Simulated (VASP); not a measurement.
Here is the system:

```yaml
crystal:
  lattice:
    - [0.00000, 2.84918, 2.84918]
    - [2.84918, 0.00000, 2.84918]
    - [11.45017, 11.45017, -0.05344]
  atoms:
    - { symbol: Zn, position: [0.99910, 0.99910, 0.00068] }
    - { symbol: S, position: [0.26727, 0.26727, 0.04954] }
    - { symbol: S, position: [0.25401, 0.25401, 0.30949] }
    - { symbol: S, position: [0.24229, 0.24229, 0.56828] }
    - { symbol: S, position: [0.23182, 0.23182, 0.82614] }
    - { symbol: Cd, position: [0.01368, 0.01368, 0.23974] }
    - { symbol: Cd, position: [0.00167, 0.00167, 0.49874] }
    - { symbol: Cd, position: [0.99016, 0.99016, 0.75738] }
```

All values below come from PBEsol GGA, VASP's PBE PAW potentials (set 64) (plane waves; VASP). Run with 400 eV cut-off, 8×8×2 Γ-centred mesh, tetrahedra with Blöchl corrections, potentials Zn S Cd.

The cores are frozen, which limits the accuracy of field gradients.

Problem. Give the principal components of the electric field gradient (V/Å²) and the asymmetry η at each nucleus.

Solution. 
| atom | Vxx | Vyy | Vzz | η |
|---|---|---|---|---|
| Zn1 | 6.9 | 6.9 | -13.9 | 0.00 |
| S2 | 11.0 | 11.0 | -22.0 | 0.00 |
| S3 | -7.5 | -7.5 | 15.0 | 0.00 |
| S4 | -7.4 | -7.4 | 14.7 | 0.00 |
| S5 | -5.1 | -5.1 | 10.2 | 0.00 |
| Cd6 | 3.7 | 3.7 | -7.4 | 0.00 |
| Cd7 | 1.6 | 1.6 | -3.2 | 0.00 |
| Cd8 | 0.1 | 0.1 | -0.2 | - |

The structure was generated: Cd3ZnS4 was put into an ordered model structure (R3m), which need not be its known phase. It was relaxed first.
